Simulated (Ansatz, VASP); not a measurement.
# Cross-check of LiCaCl3 between VASP and Ansatz, part 3 of 3

Aim: how closely do two programs agree when they are given the same cell, functional and k mesh? The cell is generated by rule, not measured, and may not be a known phase. The cell is taken from a series of runs on this material, whose earlier steps may have relaxed, scaled, displaced or heated it; both programs get it as it stands.

VASP 6.6.1 and Ansatz 0.2.0.

So far: The starting structure; VASP: zone-centre phonons, PBEsol.

The structure was built from a prototype and need not be the compound's stable phase.

## 3. Ansatz: zone-centre phonons, PBEsol

Level of this step: Ansatz beside VASP: Kohn-Sham DFT, plane waves, PBEsol (Ansatz).

Ansatz runs on its PAW soft_1 files.

The same cell, functional and mesh now go to Ansatz, which takes its cutoff from its data sets.

The input, input.yaml:

```yaml
crystal:
  lattice:
    - [5.2669287819, 0.0, 0.0]
    - [0.0, 5.2669287819, 0.0]
    - [0.0, 0.0, 5.2669287819]
  atoms:
    - { symbol: Li, position: [0.0, 0.0, 0.0] }
    - { symbol: Ca, position: [0.5, 0.5, 0.5] }
    - { symbol: Cl, position: [0.5, 0.5, 0.0] }
    - { symbol: Cl, position: [0.5, 0.0, 0.5] }
    - { symbol: Cl, position: [0.0, 0.5, 0.5] }
kpoints:
  mp_grid: { grid: [4, 4, 4] }
hamiltonian:
  xc: pbesol
  pseudopotentials: { kind: paw, azcp: { folder: soft_1 }, xc_functional: pbe }
scf:
  occupations: { method: fixed }
output:
  eigenvalues: true
phonons:
  method: dfpt
  qmesh: [2, 2, 2]
  temperatures: { t_max: 1000, t_step: 50 }
  qpath:
    path:
      - [[0.0, 0.0, 0.0], [0.0, 0.5, 0.0], [0.5, 0.5, 0.0], [0.0, 0.0, 0.0], [0.5, 0.5, 0.5], [0.0, 0.5, 0.0]]
      - [[0.5, 0.5, 0.5], [0.5, 0.5, 0.0]]
    npoints: 10
  non_analytic_term:
    high_frequency_dielectric_tensor: [[2.6363, 0.0, 0.0], [0.0, 2.6363, 0.0], [0.0, 0.0, 2.6363]]
    born_effective_charges:
      - { species: Li, tensor: [[1.3468, 0.0, 0.0], [0.0, 1.3468, 0.0], [0.0, 0.0, 1.3468]] }
      - { species: Ca, tensor: [[2.3743, 0.0, 0.0], [0.0, 2.3743, 0.0], [0.0, 0.0, 2.3743]] }
      - { species: Cl, tensor: [[-0.8776, 0.0, 0.0], [0.0, -0.8776, 0.0], [0.0, 0.0, -1.9659]] }
      - { species: Cl, tensor: [[-0.8776, 0.0, 0.0], [0.0, -1.9659, 0.0], [0.0, 0.0, -0.8776]] }
      - { species: Cl, tensor: [[-1.9659, 0.0, 0.0], [0.0, -0.8776, 0.0], [0.0, 0.0, -0.8776]] }
    source: "zone-centre run at this cell"
```

Launch:

```bash
> ansatz run input.yaml --threads 4 --pin off --max-ram 16384MiB --backend cpu --events-out ev --progress --plain --runs-dir out
```

Numbers of over 12 decimals in the logs are rounded to 6 here.

What it wrote:

```text
Engine: ansatz 0.2.0, aarch64-unknown-linux-gnu
Pseudopotentials: kind: paw
Pseudopotential: Li, paw, valence charge 3, recommended cutoff 420 eV (normal), soft_1/Li.paw.azcp
Pseudopotential: Ca, paw, valence charge 10, recommended cutoff 420 eV (normal), soft_1/Ca.paw.azcp
Pseudopotential: Cl, paw, valence charge 7, recommended cutoff 420 eV (normal), soft_1/Cl.paw.azcp
Functional definition: PBEsol
  exchange = pbesol_x
  correlation = pbesol_c
Crystal: 5 atoms, lattice volume = 146.107 Å³
Basis set: ecut = 420 eV, 2897 PW (Γ), exchange–correlation on 72×72×72 points (8 copies of the dense FFT grid, shifted against one another)
Bands: 22, of which v1, the nominal top of the filled ones, is band 17 counted from 1 (16 counted from 0)
Symmetry: 48 space group operations
k-points: 10 of 64
Non-local potential: Li, projectors of the file, l = 0: 3, l = 1: 2, l = 2: 1
Non-local potential: Ca, projectors of the file, l = 0: 3, l = 1: 2, l = 2: 2
Non-local potential: Cl, projectors of the file, l = 0: 2, l = 1: 2, l = 2: 1
PAW form: soft (Blöchl's): semilocal exchange-correlation on the pseudo side does not see the compensation charge
PAW frozen core: Ca, regenerated for the run's functional, and the local potential with it (the file was generated under x = pbe(κ = 0.804, μ = 0.219515), c = pbe(β = 0.066725))
PAW frozen core: Cl, regenerated for the run's functional, and the local potential with it (the file was generated under x = pbe(κ = 0.804, μ = 0.219515), c = pbe(β = 0.066725))
PAW one-centre angular grid: Li, 110 points (default); XC on 64 Gauss nodes
PAW one-centre angular grid: Ca, 110 points (default); XC on 64 Gauss nodes
PAW one-centre angular grid: Cl, 110 points (default); XC on 64 Gauss nodes
Initial density: superposition of atomic densities (chi_scale 0.1, normalization cell), built separately for each of the 2 bonded fragments (scf.initial_density.interfragment_charge_transfer: auto; true builds it for the cell as a whole; a typed value also counts as a typed key of the start: scf.initial_density.chi_scale says what that changes, if anything)
Initial wavefunctions: pseudopotential atomic-orbital guess
Functional: x = pbesol(κ = 0.804, μ = 0.123457), c = pbesol(β = 0.046)
SCF iter   1: F=—  HF=-5191.874537 eV  |F-HF|=—  |Δ(HF+E_count)|=         —  Δρ=4.99e-2  dr2=9.18e0  ethr=3.10e-3  ⟨swp⟩=6.1  Hψ=1124  notcnv=0  defer=22
preconditioner: auto → Resta (q_TF=auto, 2.140 Å⁻¹)  ε∞=4.4  [insulator: Δε(μ)=2.151 eV  Ē_g=8.133 eV  n_scr=26 (ndim 8)  ℏωp=15.0 eV  f_vac=0.000  ε∞_Penn≈4.4]
SCF iter   2: F=—  HF=-5189.181412 eV  |F-HF|=—  |Δ(HF+E_count)|=    2.69e0  Δρ=1.62e-2  dr2=1.59e0  ethr=3.10e-3  ⟨swp⟩=4.8  Hψ=648  notcnv=0  defer=18
SCF iter   3: F=—  HF=-5188.631300 eV  |F-HF|=—  |Δ(HF+E_count)|=   5.50e-1  Δρ=7.89e-3  dr2=4.20e-1  ethr=3.10e-3  ⟨swp⟩=3.6  Hψ=434  notcnv=0  defer=20
SCF iter   4: F=—  HF=-5188.477340 eV  |F-HF|=—  |Δ(HF+E_count)|=   1.54e-1  Δρ=2.06e-3  dr2=2.22e-2  ethr=1.24e-3  ⟨swp⟩=4.0  Hψ=456  notcnv=0  defer=21
SCF iter   5: F=—  HF=-5188.481002 eV  |F-HF|=—  |Δ(HF+E_count)|=   3.66e-3  Δρ=7.99e-4  dr2=1.96e-3  ethr=6.52e-5  ⟨swp⟩=3.7  Hψ=427  notcnv=0  defer=27
SCF iter   6: F=—  HF=-5188.482094 eV  |F-HF|=—  |Δ(HF+E_count)|=   1.09e-3  Δρ=1.61e-4  dr2=5.57e-5  ethr=5.76e-6  ⟨swp⟩=4.4  Hψ=421  notcnv=0  defer=30
SCF iter   7: F=—  HF=-5188.482162 eV  |F-HF|=—  |Δ(HF+E_count)|=   6.74e-5  Δρ=3.10e-5  dr2=2.91e-6  ethr=1.64e-7  ⟨swp⟩=2.1  Hψ=362  notcnv=0  defer=26
SCF iter   8: F=—  HF=-5188.482160 eV  |F-HF|=—  |Δ(HF+E_count)|=   1.38e-6  Δρ=7.20e-6  dr2=1.21e-7  ethr=8.56e-9  ⟨swp⟩=2.1  Hψ=386  notcnv=0  defer=23
SCF iter   9: F=—  HF=-5188.482160 eV  |F-HF|=—  |Δ(HF+E_count)|=   2.84e-7  Δρ=1.63e-6  dr2=6.12e-9  ethr=3.56e-10  ⟨swp⟩=2.2  Hψ=353  notcnv=0  defer=23
SCF iter  10: F=—  HF=-5188.482160 eV  |F-HF|=—  |Δ(HF+E_count)|=   1.59e-8  Δρ=4.06e-7  dr2=2.63e-10  ethr=1.80e-11  ⟨swp⟩=2.0  Hψ=367  notcnv=0  defer=23
SCF iter  11: F=—  HF=-5188.482160 eV  |F-HF|=—  |Δ(HF+E_count)|=   1.13e-9  Δρ=1.00e-7  dr2=1.45e-11  ethr=1.00e-12  ⟨swp⟩=2.1  Hψ=319  notcnv=0  defer=23
SCF iter  12: F=-5188.482160 eV  HF=-5188.482160 eV  |F-HF|=3.64e-12  |Δ(HF+E_count)|=  2.55e-11  Δρ=2.25e-8  dr2=9.04e-13  ethr=1.00e-12  ⟨swp⟩=15.7  Hψ=1720  notcnv=0
SCF 1 converged in 12 iterations: F = -5188.482160 eV  dr2 = 9.04e-13
  greatest PAW one-centre occupation: 0.999 electrons in one spin orbital (limit 2), on the Li atom at site 0 (counted from 0), in its partial waves of l = 0
NSCF: frozen V_eff on 10 k-points
NSCF: frozen V_eff on 27 k-points
DFPT response loops at q = (0, 0, 0) (fractional): preconditioner auto → none (the input reference at scf.mixing.eps_inf says where Resta's filter doesn't serve); β = 0.50; Broyden in place of MSR1
NSCF: frozen V_eff on 54 k-points
DFPT response loops at q = (0, 0, -0.5) (fractional): mixed as the last ones told, above
NSCF: frozen V_eff on 54 k-points
DFPT response loops at q = (0, -0.5, -0.5) (fractional): mixed as the last ones told, above
NSCF: frozen V_eff on 54 k-points
DFPT response loops at q = (-0.5, -0.5, -0.5) (fractional): mixed as the last ones told, above
SCF converged after 12 iterations
Free energy (F): -5188.482160 eV
Harris-Foulkes:  -5188.482160 eV  (|F-HF|=3.64e-12)
Internal energy: -5188.482160 eV  (E = F + TS)
E sigma→0 (E₀):  -5188.482160 eV
Fermi energy:    0.561176 eV
--- Per-component energies (eV) ---
  E_band       = -358.077582
  E_kinetic    = 728.172877
  E_local      = -2141.323531  (includes V_loc(G=0)·N_el)
  E_nonlocal   = 166.028241
  E_hartree    = 752.998425
  E_xc         = -455.164283
  E_vxc        = -518.281117  (∫ρ·V_xc dr)
  E_paw        = -2791.342210  (= ΣΔE_a)
  E_vpaw       = -98.671467  (= ΣTr[D̂ρ^β])
  E_aug_tail   = 0.000570  (compensation charges beyond the density's cutoff)
  E_ewald      = -1448.206341
  E_core_change = 0.354091  (= ΣΔE_core)
  E_smearing   = -0.000000  (= −TS)
  E_closure    = 0.000000  (closes the sum)
  Σ components = -5188.482160   (vs F -5188.482160, Δ=0.00e0)
--- Band table (eV; the first three rows and the last of 10) ---
  k-point 0: bands = [... 13 lower, -0.0198, 0.2452, 0.2452, 0.2452, 4.2989, 6.1993, 6.1993, 6.1993, ... 1 higher]
  k-point 1: bands = [... 13 lower, -0.1766, -0.0913, 0.1843, 0.1843, 4.8425, 6.2515, 6.6854, 6.6854, ... 1 higher]
  k-point 2: bands = [... 13 lower, -0.4351, -0.1600, 0.1688, 0.1688, 5.8938, 6.1255, 6.3063, 7.1887, ... 1 higher]
  k-point 9: bands = [... 13 lower, -0.9588, 0.5612, 0.5612, 0.5612, 5.2637, 8.2524, 8.2524, 8.2524, ... 1 higher]
--- Phonons (Γ-DFPT): 4 representative perturbations + reference (Σ response iterations 12) ---
  ASR residual: 1.294e-4 → 0.000e0 eV/Å²; symmetrization residual: 6.354e-7 eV/Å²
  ASR residual per site (eV/Å²): 3.76e-5 1.29e-4 6.64e-5 6.64e-5 6.64e-5
  Γ frequencies (cm⁻¹): -180.68 -180.68 -180.68 -42.12 -42.12 -42.12 0.00 0.00 0.00 105.76 105.76 105.76 301.03 301.03 301.03
--- Phonons (arbitrary-q DFPT): 4 irreducible q on the 2×2×2 mesh ---
  q = [0.0000, 0.0000, 0.0000] (star 1, of the zone-centre solve; hermiticity 1.71e-7, symmetrization 5.17e-13): -180.68 -180.68 -180.68 -42.12 -42.12 -42.12 -0.00 0.00 0.00 105.76 105.76 105.76 301.03 301.03 301.03
  q = [0.0000, 0.0000, -0.5000] (star 3, 9 solved perturbations in 216 linear systems a pass and spin channel, the states on 27 of 64 k-point pairs; hermiticity 6.91e-7, symmetrization 3.47e-7): -171.21 -171.21 -43.30 -43.30 -31.59 60.19 60.19 75.79 86.21 88.02 88.02 248.75 286.28 300.70 300.70
  q = [0.0000, -0.5000, -0.5000] (star 3, 9 solved perturbations in 216 linear systems a pass and spin channel, the states on 27 of 64 k-point pairs; hermiticity 2.88e-7, symmetrization 1.44e-7): -160.48 -160.48 -157.95 -86.29 25.41 25.41 83.64 91.90 91.90 99.74 240.21 254.55 254.55 286.53 300.42
  q = [-0.5000, -0.5000, -0.5000] (star 1, 4 solved perturbations in 81 linear systems a pass and spin channel, the states on 27 of 64 k-point pairs; hermiticity 4.52e-8, symmetrization 1.79e-8): -178.27 -178.27 -178.27 -86.48 -86.48 -86.48 123.54 123.54 123.54 239.64 239.64 244.61 244.61 244.61 294.84
  sum rule: each row above includes the acoustic sum rule's correction from the zone centre's row sums; it moved no ω² by more than (1.21 cm⁻¹)²
  mesh force constants: q→R imaginary residual 3.84e-18; ASR residual 1.294e-4 → 0.000e0 eV/Å²; symmetrization residual 3.553e-15 eV/Å²
  interpolated dispersion: 63 rows × 15 modes
  density of states and harmonic sums: on the 12×12×12 q-mesh, interpolated from the force constants of a 2×2×2 supercell (with the dipole–dipole term of supplied tensors)
  largest difference from the sums on the solved wave vectors: F 8.73e-2 eV, S 1.07e-4 and C_V 3.65e-5 eV/K
  zero-point energy: 0.103071 eV/cell   skipped modes (ω ≤ 0): 464, of them read as no rigid motion or as one in doubt: 461 (5.477e0 modes/cell left out, lowest -180.68 cm⁻¹)   left out of the sums: 3.65e-1 of the cell's modes: C_V's classical limit lies that fraction below 3 k_B per atom; for a crystal, a wire or a layer, F and S can be off by more, and a phonons.interpolated_qmesh denser along its periods is the remedy for the sampling
```

Reading the cycles: dr2 is the Hartree energy of the density residual (eV), the measure of convergence; HF is the Harris–Foulkes estimate of the energy, which meets the free energy F at convergence.

## 4. Differences

Known differences besides the potentials themselves: fixed occupations in Ansatz, narrow Gaussian smearing in VASP; VASP's run holds the zone centre alone; the cutoff is 420 eV in Ansatz and 750 eV in VASP; Ansatz makes its cores anew for this functional, VASP keeps those of its PBE data sets. Total energies have different zeros and are not compared.

Both answers:

| quantity | Ansatz | VASP | difference |
| --- | --- | --- | --- |
| optical mode 1 to 3 (imaginary, printed as negative) (cm⁻¹) | -180.7 | -180.4 | -0.3 |
| optical mode 4 to 6 (imaginary, printed as negative) (cm⁻¹) | -42.1 | -45.5 | +3.4 |
| optical mode 7 to 9 (cm⁻¹) | 105.8 | 105.2 | +0.50 % |
| optical mode 10 to 12 (cm⁻¹) | 301.0 | 304.4 | -1.10 % |

Modes are paired by rising frequency, not by their patterns, so a pair may set unlike modes beside each other; they are those without the splitting of longitudinal modes.

## 5. What came out

```json
{
  "r.m.s. difference of the optical zone-centre modes, each program's sorted by frequency (zone-centre phonons, PBEsol)": "2.4 cm⁻¹",
  "difference in optical mode 10 to 12 (zone-centre phonons, PBEsol)": "-1.1 %"
}
```

**Reading.** The r.m.s. difference of the optical zone-centre modes, each program's sorted by frequency is 2.4 cm⁻¹ (zone-centre phonons, PBEsol). Among the rows given in per cent, the largest difference of the zone-centre phonons, PBEsol pair is in optical mode 10 to 12, -1.1 %. How closely two codes agree says nothing of how well the functional describes the real material.

[Lines on the potential files, build, host, timing and source positions are cut from VASP's logs without a mark.]

[Logs are printed without paths, hosts, clocks, repeated set-up lines and the standing remarks that a program may print on its own settings, such as how far it seeks lower states.]

[Hosts, paths, dates, database ids (printed as entryN), source tags and the programs' standing remarks are cut or masked in the printed files.]
